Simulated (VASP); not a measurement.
# GaBiSe3 (Immm) in VASP: relaxation of cell and atoms with PBE

Aim: the relaxation of cell and atoms of GaBiSe3 with PBE.

All numbers are computed with VASP 6.6.1; they aren't measurements. Logs are shortened: lines on timing, memory, paths and dates and some standing lists are left out, and cuts for length are marked.

## (1) The crystal as given

The structure is orthorhombic, space group Immm (No. 71). Conventional cell: a = 5.286 Å, b = 6.475 Å, c = 7.796 Å, α = 90.00°, β = 90.00°, γ = 90.00°. Around Ga (site symmetry mmm) lie 2 Se at 2.04 Å. Bi (site symmetry mmm) is surrounded by 2 Ga at 2.64 Å. Around Se (site symmetry mmm) lie 4 Se at 3.23 Å and 2 Ga at 3.24 Å. Se (site symmetry mm2) is surrounded by 1 Ga at 2.04 Å.

The cell was built by a generator and needn't be a form met in nature.

## (2) Relaxation of cell and atoms, PBE

Contents of INCAR:

```
SYSTEM = GaBiSe3
PREC     = Normal         ! precision mode
ENCUT    = 520            ! plane-wave cutoff, eV
EDIFF    = 1E-4           ! SCF threshold, eV
ISMEAR   = 0              ! smearing method
SIGMA    = 0.15           ! smearing width, eV
LREAL    = .FALSE.        ! projectors in reciprocal space
LASPH    = .TRUE.         ! aspherical terms in the spheres
NELM     = 60             ! most SCF steps
ALGO     = Fast           ! electronic algorithm
ISIF     = 3              ! what is computed and relaxed
LWAVE    = .FALSE.        ! write WAVECAR
LCHARG   = .FALSE.        ! write CHGCAR
GGA      = PE             ! functional
IBRION   = 2              ! ionic algorithm
NSW      = 24             ! ionic steps
EDIFFG   = -0.08          ! ionic threshold
```

Contents of KPOINTS:

```
regular mesh
0
G
  4 4 4
  0 0 0
```

Contents of POSCAR:

```
GaBiSe3
1.0
   -2.6427767800      3.2373689100      3.8980214100
    2.6427767800     -3.2373689100      3.8980214100
    2.6427767800      3.2373689100     -3.8980214100
Ga Bi Se
1 1 3
Direct
    0.5000000000      0.5000000000      0.0000000000
    0.5000000000      0.0000000000      0.5000000000
    0.0000000000      0.5000000000      0.5000000000
    0.7618161500      0.7618161500      0.0000000000
    0.2381838500      0.2381838500      0.0000000000
```

Potentials or basis: VASP PAW PBE potentials, release 64 (Ga_d, Bi_d, Se).

The run is started by

```console
cat potpaw_PBE.64/Ga_d/POTCAR potpaw_PBE.64/Bi_d/POTCAR potpaw_PBE.64/Se/POTCAR > POTCAR
mpirun -np 1 vasp_std > vasp.out
```

OUTCAR:

```text
SYSTEM = GaBiSe3
   PREC = Normal
   ENCUT = 520
   EDIFF = 1E-4
   ISMEAR = 0
   LREAL = .FALSE.
   LASPH = .TRUE.
   NELM = 60
   ISIF = 3
   GGA = PE
   IBRION = 2
   NSW = 24
   EDIFFG = -0.08

 ion  position               nearest neighbor table
   1  0.500  0.500  0.000-   4 2.04   5 2.04   2 2.64   2 2.64
   2  0.500  0.000  0.500-   1 2.64   1 2.64   5 3.34   4 3.34   4 3.34   5 3.34
   3  0.000  0.500  0.500-
   4  0.762  0.762  0.000-   1 2.04   2 3.34   2 3.34
   5  0.238  0.238  0.000-   1 2.04   2 3.34   2 3.34

  LATTYP: Found a body centered orthorhombic cell.
 ALAT       =     5.2855535600
 B/A-ratio  =     1.2249876473
 C/A-ratio  =     1.4749718703

  Lattice vectors:

 A1 = (  -2.6427767800,   3.2373689100,   3.8980214100)
 A2 = (   2.6427767800,  -3.2373689100,   3.8980214100)
 A3 = (   2.6427767800,   3.2373689100,  -3.8980214100)

Analysis of symmetry for initial positions (statically):
=====================================================================
 Subroutine PRICEL returns:
 Original cell was already a primitive cell.

 Routine SETGRP: Setting up the symmetry group for a
 body centered orthorhombic supercell.

 Subroutine GETGRP returns: Found  8 space group operations
 (whereof  8 operations were pure point group operations)
 out of a pool of  8 trial point group operations.

The static configuration has the point symmetry D_2h.

Analysis of symmetry for dynamics (positions and initial velocities):
=====================================================================
 Subroutine PRICEL returns:
 Original cell was already a primitive cell.

 Routine SETGRP: Setting up the symmetry group for a
 body centered orthorhombic supercell.

 Subroutine GETGRP returns: Found  8 space group operations
 (whereof  8 operations were pure point group operations)
 out of a pool of  8 trial point group operations.

The dynamic configuration has the point symmetry D_2h.

 Subroutine INISYM returns: Found  8 space group operations
 (whereof  8 operations are pure point group operations),
 and found     1 'primitive' translations

----------------------------------------------------------------------------------------

                                     Primitive cell

  volume of cell :     133.4003

  direct lattice vectors                    reciprocal lattice vectors
    -2.642776780  3.237368910  3.898021410     0.000000000  0.154446408  0.128270204
     2.642776780 -3.237368910  3.898021410     0.189194942  0.000000000  0.128270204
     2.642776780  3.237368910 -3.898021410     0.189194942  0.154446408  0.000000000

  length of vectors
     5.714840110  5.714840110  5.714840110     0.200765879  0.228578151  0.244230258

  position of ions in fractional coordinates (direct lattice)
     0.500000000  0.500000000  0.000000000
     0.500000000  0.000000000  0.500000000
     0.000000000  0.500000000  0.500000000
     0.761816150  0.761816150  0.000000000
     0.238183850  0.238183850  0.000000000

  ion indices of the primitive-cell ions
   primitive index   ion index
                 1           1
                 2           2
                 3           3
                 4           4
                 5           5

----------------------------------------------------------------------------------------

 KPOINTS: regular mesh

Automatic generation of k-mesh.
 Grid dimensions read from file:
 generate k-points for:    4    4    4

 Generating k-lattice:

  Cartesian coordinates                     Fractional coordinates (reciprocal lattice)
     0.000000000  0.038611602  0.032067551     0.250000000 -0.000000000  0.000000000
     0.047298736  0.000000000  0.032067551     0.000000000  0.250000000  0.000000000
     0.047298736  0.038611602  0.000000000     0.000000000 -0.000000000  0.250000000

  Length of vectors
     0.050191470  0.057144538  0.061057565

  Shift w.r.t. Gamma in fractional coordinates (k-lattice)
     0.000000000  0.000000000  0.000000000

 Subroutine IBZKPT returns following result:
 ===========================================

 Found     18 irreducible k-points:

 Following reciprocal coordinates:
            Coordinates               Weight
  0.000000  0.000000  0.000000      1.000000
  0.250000  0.000000  0.000000      4.000000
  0.500000  0.000000  0.000000      2.000000
  0.000000  0.250000  0.000000      4.000000
  0.250000  0.250000  0.000000      8.000000
  0.500000  0.250000  0.000000      8.000000
[... 10 lines left out ...]
 -0.250000 -0.250000  0.250000      2.000000
  0.500000  0.500000  0.500000      1.000000
   k-points           NKPTS =     18   k-points in BZ     NKDIM =     18   number of bands    NBANDS=     27
   number of dos      NEDOS =    301   number of ions     NIONS =      5
   total plane-waves  NPLWV =  32768
   dimension x,y,z NGX =    32 NGY =   32 NGZ =   32
   dimension x,y,z NGXF=    64 NGYF=   64 NGZF=   64
   ions per type =               1   1   3
   NGX,Y,Z   is equivalent  to a cutoff of   9.31,  9.31,  9.31 a.u.
   NGXF,Y,Z  is equivalent  to a cutoff of  18.62, 18.62, 18.62 a.u.
 SYSTEM =  GaBiSe3
   PREC   = normal    normal or accurate (medium, high low for compatibility)
   ISTART =      0    job   : 0-new  1-cont  2-samecut
   ICHARG =      2    charge: 1-file 2-atom 10-const
   ISPIN  =      1    spin polarized calculation?
   LNONCOLLINEAR =      F non collinear calculations
   LSORBIT =      F    spin-orbit coupling
   LASPH  =      T    aspherical Exc in radial PAW
   ENCUT  =  520.0 eV  38.22 Ry    6.18 a.u.  10.63 10.63 10.63*2*pi/ulx,y,z
   NELM   =     60;   NELMIN=  2; NELMDL= -5     # of ELM steps
   EDIFF  = 0.1E-03   stopping-criterion for ELM
   LREAL  =      F    real-space projection
   EDIFFG = -.8E-01   stopping-criterion for IOM
   NSW    =     24    number of steps for IOM
   IBRION =      2    ionic relax: 0-MD 1-quasi-New 2-CG
   NFREE  =      1    steps in history (QN), initial steepest desc. (CG)
   ISIF   =      3    stress and relaxation
   ISYM   =      2    0-nonsym 1-usesym 2-fastsym
   POTIM  = 0.5000    time-step for ionic-motion
   TEBEG  =    0.0;   TEEND  =   0.0 temperature during run
   PSTRESS=    0.0 pullay stress
   NELECT =      46.0000    total number of electrons
   NUPDOWN=      -1.0000    fix difference up-down
   EMIN   =  10.00;   EMAX   =-10.00  energy-range for DOS
   EFERMI =   0.00;   METHOD = LEGACY
   ISMEAR =     0;   SIGMA  =   0.15  broadening in eV -4-tet -1-fermi 0-gaus
   EFERMI_NEDOS =   21; number of points for ismear=-14 and -15
   IALGO  =     68    algorithm
   IMIX   =      4    mixing-type and parameters
     AMIX     =   0.40;   BMIX     =  1.00
     AMIX_MAG =   1.60;   BMIX_MAG =  1.00
  volume/ion in A,a.u.               =      26.68       180.05
  Fermi-wavevector in a.u.,A,eV,Ry     =   1.148000  2.169405 17.931166  1.317904
  Thomas-Fermi vector in A             =   2.284677
   LORBIT       =      0    0 simple, 1 ext, 2 COOP (PROOUT), +10 PAW based schemes
   GGA     = PE    functional components
   LHFCALC =     F    Hartree Fock is set to
   AEXX    =    0.0000 exact exchange contribution
   IVDW    =     0    specifies the selected vdW correction
   LEPSILON=     F    determine dielectric tensor
   LRPA    =     F    only Hartree local field effects (RPA)
 conjugate gradient relaxation of ions
 non-spin polarized calculation
 RMM-DIIS sequential band-by-band and
 Gauss-broadening in eV      SIGMA  =   0.15
  energy-cutoff  :      520.00
  volume of cell :      133.40
 maximum number of plane-waves:      3616
   NGX = 21   NGY = 21   NGZ = 21

--------------------------------------- Ionic step        1  -------------------------------------------

 number of electron      46.0000045 magnetization

 Free energy of the ion-electron system (eV)
  ---------------------------------------------------
  ext. energy  EPLUGINS =         0.00000000
  ---------------------------------------------------
  free energy    TOTEN  =       -13.84121631 eV

  energy without entropy =      -13.79697959  energy(sigma->0) =      -13.81909795

------------------------ aborting loop because EDIFF is reached ----------------------------------------

  FORCE on cell =-STRESS in cart. coord.  units (eV):
  Direction    XX          YY          ZZ          XY          YZ          ZX
  --------------------------------------------------------------------------------------
  -------------------------------------------------------------------------------------
  Total        7.2884105     -2.9692062     19.9947636      0.0000000      0.0000000      0.0000000
  in kB       87.5359647    -35.6610446    240.1430214      0.0000000      0.0000000      0.0000000
  external PRESSURE =      97.3393138 kB  Pullay stress =       0.0000000 kB
[... 98 lines left out ...]
  FREE ENERGIE OF THE ION-ELECTRON SYSTEM (eV)
  ---------------------------------------------------
  free  energy   TOTEN  =       -15.4680070632 eV

  energy  without entropy=      -15.4229875633  energy(sigma->0) =      -15.44549731

 E-fermi :   3.6382     XC(G=0):  -9.3853

 val. band max:        3.6273440399   @ k =   0.5000   0.0000   0.0000
 cond. band min:       3.6761397784   @ k =   0.0000   0.2500   0.0000
 fundamental gap:      0.0487957385
 Fermi energy:         3.6381812886

 k-point     1 :       0.0000    0.0000    0.0000
  band No.  band energies     occupation
      1     -19.7941      2.00000
      2     -19.7875      2.00000
      3     -19.7475      2.00000
      4     -19.7185      2.00000
      5     -19.7131      2.00000
      6     -11.5676      2.00000
[... 529 lines left out ...]
     26       4.5528      0.00000
     27       5.3928      0.00000

 E-fermi :   5.2482     XC(G=0): -10.1664

 val. band max:        5.2466643890   @ k =   0.5000   0.5000   0.2500
 cond. band min:       5.3628716716   @ k =  -0.2500   0.5000   0.2500
 fundamental gap:      0.1162072826
 Fermi energy:         5.2481888557

 k-point     1 :       0.0000    0.0000    0.0000
  band No.  band energies     occupation
      1     -17.9249      2.00000
      2     -17.9196      2.00000
      3     -17.8508      2.00000
      4     -17.8489      2.00000
      5     -17.8205      2.00000
      6      -9.7871      2.00000
[... 529 lines left out ...]
     26       6.1380      0.00000
     27       8.5279      0.00000

[... ionic steps 4 to 13 ...]

--------------------------------------- Ionic step       14  -------------------------------------------

 number of electron      45.9999979 magnetization

------------------------ aborting loop because EDIFF is reached ----------------------------------------
[... 73 lines left out ...]
--------------------------------------- Ionic step       16  -------------------------------------------

 number of electron      45.9999981 magnetization

 Free energy of the ion-electron system (eV)
  ---------------------------------------------------
  ext. energy  EPLUGINS =         0.00000000
  ---------------------------------------------------
  free energy    TOTEN  =       -17.05377901 eV

  energy without entropy =      -17.00922256  energy(sigma->0) =      -17.03150078

 E-fermi :   4.5741     XC(G=0):  -9.8728

 val. band max:        4.5663813545   @ k =   0.5000   0.5000   0.2500
 cond. band min:       4.6397205275   @ k =  -0.2500   0.5000   0.2500
 fundamental gap:      0.0733391729
 Fermi energy:         4.5740638402

 k-point     1 :       0.0000    0.0000    0.0000
  band No.  band energies     occupation
      1     -18.5747      2.00000
      2     -18.5669      2.00000
      3     -18.4988      2.00000
      4     -18.4859      2.00000
      5     -18.4692      2.00000
      6     -10.3260      2.00000
[... 561 lines left out ...]
  FREE ENERGIE OF THE ION-ELECTRON SYSTEM (eV)
  ---------------------------------------------------
  free  energy   TOTEN  =       -17.0537790092 eV

  energy  without entropy=      -17.0092225565  energy(sigma->0) =      -17.03150078

 reached required accuracy - stopping structural energy minimisation
```

Run time: 4.1 min. Hardware: 1 thread of Intel Xeon Platinum 8488C (Sapphire Rapids), shared host; peak memory 0.23 GiB.

What came out:

| Item | Value |
| --- | --- |
| Free energy | -17.0538 eV |
| Relaxed volume | 24.86 Å³/atom |
| Relaxed cell | a = 5.672 Å, b = 5.672 Å, c = 5.672 Å, α = 118.39°, β = 125.57°, γ = 86.72° |
| Space group after relaxing (to 0.05 Å) | Immm (No. 71) |
| Energy gained by relaxing | 642.5 meV/atom |
| Ionic steps | 16 |
| Pressure after relaxing | -0.1 GPa |
| Largest force after relaxing | 0.030 eV/Å |
| Band gap on the k mesh | none (metal or under the smearing width) |

Forces in eV/Å, atoms in the order of the input:
```
Ga   0.000  0.000  0.000
Bi   0.000  0.000  0.000
Se   0.000  0.000  0.000
Se   0.000  0.000  0.030
Se   0.000  0.000 -0.030
```

The path:
```tsv
step	energy change (eV)	largest force (eV/Å)	pressure (GPa)	volume (Å³)
1	0.0000	5.9991	9.73	133.40
2	-1.1178	0.2356	-7.32	165.45
3	-1.6268	0.6468	-4.10	149.66
4	-1.6310	0.7181	-3.68	148.99
5	-1.6322	0.8014	-3.41	148.31
6	-2.1313	0.8740	-2.87	138.47
7	-2.8471	0.3049	9.08	109.96
8	-2.8584	1.0346	0.34	123.59
9	-3.0145	0.9304	3.14	117.73
10	-3.0227	0.8292	4.27	115.78
11	-3.0799	0.3435	4.32	117.27
12	-3.1220	0.1338	3.98	116.72
13	-3.2102	0.1343	-0.14	124.45
14	-3.2107	0.1310	-0.01	124.13
15	-3.2119	0.0881	-0.11	124.20
16	-3.2126	0.0298	-0.12	124.31
```

Final structure:
```yaml
crystal:
  lattice:
    - [-2.90472, 2.59421, 4.12412]
    - [2.90472, -2.59421, 4.12412]
    - [2.90472, 2.59421, -4.12412]
  atoms:
    - { symbol: Ga, position: [0.50000, 0.50000, 0.00000] }
    - { symbol: Bi, position: [0.50000, 0.00000, 0.50000] }
    - { symbol: Se, position: [0.00000, 0.50000, 0.50000] }
    - { symbol: Se, position: [0.81157, 0.81157, 0.00000] }
    - { symbol: Se, position: [0.18843, 0.18843, 0.00000] }
```

Levels at points of the mesh, in eV from the Fermi level:
| k point | band 19 | band 20 | band 21 | band 22 | band 23 | band 24 | band 25 | band 26 | band 27 |
| --- | --- | --- | --- | --- | --- | --- | --- | --- | --- |
| (0.00, 0.00, 0.00) | -3.23 | -2.35 | -2.30 | -1.88 | -1.69 | -0.45 | 1.31 | 1.88 | 3.63 |
| (0.50, 0.00, 0.00) | -3.05 | -2.27 | -0.68 | -0.25 | -0.10 | 0.60 | 1.46 | 2.46 | 3.26 |
| (0.00, 0.50, 0.00) | -2.43 | -2.32 | -1.26 | -1.04 | 0.22 | 0.29 | 0.59 | 2.66 | 3.45 |
| (0.50, 0.50, 0.00) | -1.95 | -1.39 | -0.96 | -0.82 | 0.16 | 0.18 | 2.23 | 2.82 | 2.87 |
| (0.50, 0.50, 0.50) | -2.30 | -1.14 | -1.08 | -0.61 | -0.55 | -0.55 | 0.77 | 0.79 | 3.19 |

Caveat: the k mesh is coarse (spacing up to 0.38 Å⁻¹), so the values aren't converged; spin-orbit coupling is left out, which moves the levels of the heavy elements; the relaxation stopped at a loose force limit of 0.08 eV/Å, so its end isn't a converged minimum.
